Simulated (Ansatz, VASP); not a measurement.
# TiSi2 (Zhiqinite) in two plane-wave programs, part 2 of 2

Wanted: the spread between two codes on one cell, functional and k mesh. Of the first pair: The structure shown is the end of the Ansatz relaxation below.

VASP 6.6.1 and Ansatz 0.2.0.

So far. Step 3 (VASP: single point, PBEsol, cell relaxed in part, pair …): The run ends at a pressure of 3.06 GPa, with forces up to 6.8e-4 eV/Å.

### Step 5. Ansatz: relaxation, PBEsol

Level of this step: Ansatz beside VASP: Kohn-Sham DFT, plane waves, PBEsol (Ansatz).

The two programs are compared at the cell with which this relaxation starts, whose forces are those of its first step. The cell compared in this pair holds 81.89 Å³, against 81.59 Å³ for the pair before.

The structure compared here is the start of the Ansatz relaxation; VASP solves that cell, so the two are compared at the walk's first step.

File input.yaml:

```yaml
crystal:
  lattice:
    - [0.0, 4.088018947, 4.2081201577]
    - [2.3801199531, 0.0, 4.2081201577]
    - [2.3801199531, 4.088018947, 0.0]
  atoms:
    - { symbol: Si, position: [0.0862450436, 0.4137549564, 0.0862450436] }
    - { symbol: Si, position: [0.4137549564, 0.0862450436, 0.4137549564] }
    - { symbol: Si, position: [0.1637549564, 0.8362450436, 0.1637549564] }
    - { symbol: Si, position: [0.8362450436, 0.1637549564, 0.8362450436] }
    - { symbol: Ti, position: [0.75, 0.75, 0.75] }
    - { symbol: Ti, position: [0.5, 0.5, 0.5] }
  conventional_axes: [[-1, 1, 1], [1, -1, 1], [1, 1, -1]]
kpoints:
  mp_grid: { grid: [12, 12, 12] }
hamiltonian:
  xc: pbesol
  pseudopotentials: { kind: paw, azcp: { folder: soft_1 }, xc_functional: pbe }
scf:
  occupations: { method: methfessel_paxton, width: 0.2 }
output:
  forces: true
  stress: true
  eigenvalues: true
relax:
  adjacent_minimum: "off"
  f_tol: 0.001
  max_steps: 60
  cell: { stress_tol: 0.01, fix: [c, angles] }
```

Started as:

```console
ansatz run input.yaml --threads 4 --pin off --max-ram 16384MiB --backend cpu --events-out ev --progress --plain --runs-dir out
```

Numbers of over 12 decimals in the logs are rounded to 6 here.

The program printed:

```text
[...]
Crystal: 6 atoms, lattice volume = 81.890 Å³
Basis set: ecut = 420 eV, 1573 PW (Γ), exchange–correlation on 80×72×64 points (8 copies of the dense FFT grid, shifted against one another)
Bands: 26, of which v1, the nominal top of the filled ones, is band 20 counted from 1 (19 counted from 0)
Symmetry: 8 space group operations
[...]
k-points: 280 of 1728
[...]
cell:  # Å, volume = 82.1414 Å³
    - [0.0, 4.090072, 4.2081201577]
    - [2.386233, 0.0, 4.2081201577]
    - [2.386233, 4.090072, 0.0]
  atoms:
    - { symbol: Si, position: [0.085911, 0.414089, 0.085911] }
    - { symbol: Si, position: [0.414089, 0.085911, 0.414089] }
    - { symbol: Si, position: [0.164089, 0.835911, 0.164089] }
    - { symbol: Si, position: [0.835911, 0.164089, 0.835911] }
    - { symbol: Ti, position: [0.750000, 0.750000, 0.75] }
    - { symbol: Ti, position: [0.500000, 0.500000, 0.5] }
[key lines of the parts left out:]
SCF converged after 5 iterations
Free energy (F): -7437.790969 eV
Fermi energy:    12.795422 eV
P = ⅓ Tr σ = 1.4200 GPa (14.200 kbar)
```

### Step 6. VASP: single point, PBEsol, start cell, pair 2

The same cell, functional, mesh and smearing now go to VASP, with its own data sets.

File INCAR:

```
SYSTEM = TiSi2
PREC = Accurate
ENCUT = 400
EDIFF = 1E-06
NELM = 120
ISMEAR = 1
SIGMA = 0.2
LREAL = .FALSE.
ALGO = Normal
GGA = PS
NBANDS = 26
LASPH = .TRUE.
LORBIT = 11
LWAVE = .FALSE.
LCHARG = .FALSE.
ISIF = 2
GGA_COMPAT = .FALSE.
KPAR = 2
```

File POSCAR:

```
TiSi2
1.0
    0.0000000000      4.0880190000      4.2081200000
    2.3801200000      0.0000000000      4.2081200000
    2.3801200000      4.0880190000      0.0000000000
Si Ti
4 2
Direct
    0.0862450737      0.4137549263      0.0862450737
    0.4137549263      0.0862450737      0.4137549263
    0.1637549874      0.8362450126      0.1637549874
    0.8362450126      0.1637549874      0.8362450126
    0.7499999388      0.7500000612      0.7499999388
    0.5000000000      0.5000000000      0.5000000000
```

File KPOINTS:

```
Automatic mesh
0
Gamma
12 12 12
0 0 0
```

PAW data sets: Si and Ti_sv (PBE family, release 64).

Started as:

```console
mpirun -np 2 vasp_std
```

The program printed:

```text
[banner, memory and clock lines left out]
running    2 mpi-ranks, on    1 nodes
[...]
[... a notice as in an earlier step ...]

 LDA part: xc-table for (Slater+PW92), standard interpolation
 POSCAR, INCAR and KPOINTS ok, starting setup
[...]
entering main loop
       N       E                     dE             d eps       ncg     rms          rms(c)
DAV:   1     0.344368874891E+03    0.34437E+03   -0.16586E+04 14560   0.137E+03
DAV:   2    -0.253193004578E+01   -0.34690E+03   -0.34086E+03 14630   0.419E+02
DAV:   3    -0.443865302252E+02   -0.41855E+02   -0.41158E+02 26030   0.122E+02
DAV:   4    -0.471460491474E+02   -0.27595E+01   -0.27506E+01 19656   0.293E+01
[...]
DAV:  12    -0.436591131517E+02    0.45306E-04   -0.70019E-04 20866   0.208E-01    0.153E-02
DAV:  13    -0.436591101204E+02    0.30313E-05   -0.42137E-05 19914   0.577E-02    0.138E-02
DAV:  14    -0.436591094337E+02    0.68665E-06   -0.24464E-06 15686   0.129E-02
   1 F= -.43659109E+02 E0= -.43658868E+02  d E =-.724249E-03
```

OUTCAR, selected parts (step 6):

```text
  Total        0.3940536      0.0586919      2.3288917      0.0000000      0.0000000      0.0000000
  in kB        7.7096747      1.1483089     45.5648566      0.0000000      0.0000000      0.0000000
  external PRESSURE =      18.1409467 kB  Pullay stress =       0.0000000 kB

 POSITION                                       TOTAL-FORCE (eV/Angst)
 -----------------------------------------------------------------------------------
      1.19006      0.70514      2.10406         0.000000     -0.017307      0.000000
      1.19006      3.38288      2.10406         0.000000      0.017307      0.000000
      2.38012      1.33887      4.20812        -0.000000      0.017307     -0.000000
      2.38012      6.83717      4.20812        -0.000000     -0.017307     -0.000000
      3.57018      6.13203      6.31218         0.000000      0.000000     -0.000000
      2.38012      4.08802      4.20812        -0.000000      0.000000      0.000000
 -----------------------------------------------------------------------------------
    total drift:                                0.000000     -0.000001     -0.000043

  FREE ENERGIE OF THE ION-ELECTRON SYSTEM (eV)
  ---------------------------------------------------
  free  energy   TOTEN  =       -43.6591094337 eV

  energy  without entropy=      -43.6583851850  energy(sigma->0) =      -43.65886802

[... 1 part as in an earlier step ...]

[... 2 further parts left out ...]
[key lines of the parts left out:]
E-fermi :  10.3815
```

The run ends at a pressure of 1.81 GPa, with forces up to 0.017 eV/Å.

### Step 7. Comparison

What differs besides the data sets and the points named for the pairs above, as far as they apply: the cutoff is 420 eV in Ansatz and 400 eV in VASP. Total energies have different zeros and are not compared.

The forces differ by 0.23 meV/Å r.m.s.; no other quantity is compared for this pair.

### Step 8. Ansatz: relaxation, PBEsol

This run makes the geometry at which the two programs are then compared. The cell compared in this pair holds 82.14 Å³, against 81.89 Å³ for the pair before.

The structure compared here is the end of the Ansatz relaxation.

This is the run of step 5 again, met here at its other cell.

### Step 9. VASP: single point, PBEsol, cell relaxed in part, pair 3

The same cell, functional, mesh and smearing now go to VASP, with its own data sets.

Edit INCAR of step 6 so:

```diff
@@ -2,3 +2,3 @@
 PREC = Accurate
-ENCUT = 400
+ENCUT = 500
 EDIFF = 1E-06
```

File POSCAR:

```
TiSi2
1.0
    0.0000000000      4.0900717990      4.2081201577
    2.3862333819      0.0000000000      4.2081201577
    2.3862333819      4.0900717990      0.0000000000
Si Ti
4 2
Direct
    0.0859111093      0.4140888907      0.0859111093
    0.4140888907      0.0859111093      0.4140888907
    0.1640888907      0.8359111093      0.1640888907
    0.8359111093      0.1640888907      0.8359111093
    0.7500000000      0.7500000000      0.7500000000
    0.5000000000      0.5000000000      0.5000000000
```

KPOINTS is that of step 6.

Started as:

```console
mpirun -np 2 vasp_std
```

The program printed:

```text
[... set-up lines as in an earlier step ...]
 entering main loop
       N       E                     dE             d eps       ncg     rms          rms(c)
DAV:   1     0.381551390175E+03    0.38155E+03   -0.18775E+04 14560   0.160E+03
DAV:   2     0.972894606275E+00   -0.38058E+03   -0.37424E+03 14578   0.460E+02
DAV:   3    -0.439658015894E+02   -0.44939E+02   -0.44112E+02 25644   0.130E+02
DAV:   4    -0.471280290380E+02   -0.31622E+01   -0.31516E+01 20144   0.322E+01
[...]
DAV:  12    -0.436683049710E+02    0.44672E-04   -0.75156E-04 20918   0.215E-01    0.157E-02
DAV:  13    -0.436683016974E+02    0.32736E-05   -0.43718E-05 20020   0.594E-02    0.139E-02
DAV:  14    -0.436683010018E+02    0.69570E-06   -0.31966E-06 18656   0.154E-02
   1 F= -.43668301E+02 E0= -.43668056E+02  d E =-.735581E-03
```

Parts of OUTCAR (step 9):

```text
  Total        0.0692256      0.0533969      2.2951309      0.0000000      0.0000000      0.0000000
  in kB        1.3502534      1.0415127     44.7668007      0.0000000      0.0000000      0.0000000
  external PRESSURE =      15.7195223 kB  Pullay stress =       0.0000000 kB

 POSITION                                       TOTAL-FORCE (eV/Angst)
 -----------------------------------------------------------------------------------
      1.19312      0.70277      2.10406         0.000000     -0.001010     -0.000000
      1.19312      3.38731      2.10406         0.000000      0.001010     -0.000000
      2.38623      1.34227      4.20812        -0.000000      0.001010     -0.000000
      2.38623      6.83787      4.20812        -0.000000     -0.001010     -0.000000
      3.57935      6.13511      6.31218        -0.000000     -0.000000     -0.000000
      2.38623      4.09007      4.20812         0.000000     -0.000000      0.000000
 -----------------------------------------------------------------------------------
    total drift:                               -0.000000     -0.000000     -0.000000

  FREE ENERGIE OF THE ION-ELECTRON SYSTEM (eV)
  ---------------------------------------------------
  free  energy   TOTEN  =       -43.6683010018 eV

  energy  without entropy=      -43.6675654212  energy(sigma->0) =      -43.66805581

[... 1 part as in an earlier step ...]

[... 2 further parts left out ...]
[key lines of the parts left out:]
E-fermi :  10.3426
```

The run ends at a pressure of 1.57 GPa, with forces up to 0.0010 eV/Å.

### Step 10. Side by side

Compared:

```
      quantity  Ansatz  VASP  difference
pressure (GPa)    1.42  1.57       -0.15
```

### Step 11. Summary of results

- difference in pressure (single point, PBEsol, cell relaxed in part, pair 1): -0.15 GPa
- r.m.s. force difference (single point, PBEsol, start cell, pair 2): 0.23 meV/Å
- difference in pressure (single point, PBEsol, cell relaxed in part, pair 3): -0.15 GPa

What this shows: The difference in pressure is -0.15 GPa (single point, PBEsol, cell relaxed in part, pair 3), within the 1 GPa picked in this series as the mark of a large difference. How closely two codes agree says nothing of how well the functional describes the real material.

[Lines on the potential files, build, host, timing and source positions are cut from VASP's logs without a mark.]

[Logs are printed without paths, hosts, clocks, repeated set-up lines and the standing remarks that a program may print on its own settings, such as how far it seeks lower states.]

[Hosts, paths, dates, database ids (printed as entryN), source tags and the programs' standing remarks are cut or masked in the printed files.]
